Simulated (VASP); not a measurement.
Here is the system:

```cif
data_Pd4
_chemical_formula_sum 'Pd4'
_space_group_name_H-M_alt 'Fm-3m'
_space_group_IT_number 225
_space_group_name_Hall '-F 4 2 3'
_cell_length_a 3.84176
_cell_length_b 3.84176
_cell_length_c 3.84176
_cell_angle_alpha 90.000
_cell_angle_beta 90.000
_cell_angle_gamma 90.000
loop_
_atom_site_label
_atom_site_type_symbol
_atom_site_symmetry_multiplicity
_atom_site_Wyckoff_symbol
_atom_site_fract_x
_atom_site_fract_y
_atom_site_fract_z
_atom_site_occupancy
Pd1 Pd 4 a 0.00000 0.00000 0.00000 1
```
(The calculation used a cell of 1 atom; values per cell refer to that cell.)

Calculation: LDA (Ceperley-Alder, Perdew-Zunger), VASP's LDA PAW potentials (set 64) (plane waves; VASP). Numerical set-up: 520 eV cut-off, 16×16×16 Γ-centred mesh, first-order Methfessel-Paxton smearing of 0.10 eV, potentials Pd.

Problem. Give the energy at these volumes per atom, relative to the lowest: 13.30, 13.72, 14.15, 14.57, 15.00 Å³.

Solution. 43.9, 10.9, 0.0, 7.4, 29.8 meV/atom. A third-order Birch-Murnaghan fit gives B0 = 227 GPa and B0′ = 5.4.

Measured: bulk modulus 195 GPa at 0 K (computed value off by +16.0 %), as given by Vázquez-Parga, Fernández-Martínez, Viñes, J. Chem. Theory Comput. (2023), doi:10.1021/acs.jctc.3c00612, Supporting … [zero-point energy and finite temperature contributions removed]; a 3.876 Å at 0 K (computed value off by -0.9 %), as given by Daniel Mejia-Rodriguez et al., Physical Review B (2018), arXiv:1807.09216 [static lattice: zero-point anharmonic expansion removed].

The compound is Pd in the fcc structure. It was relaxed first.
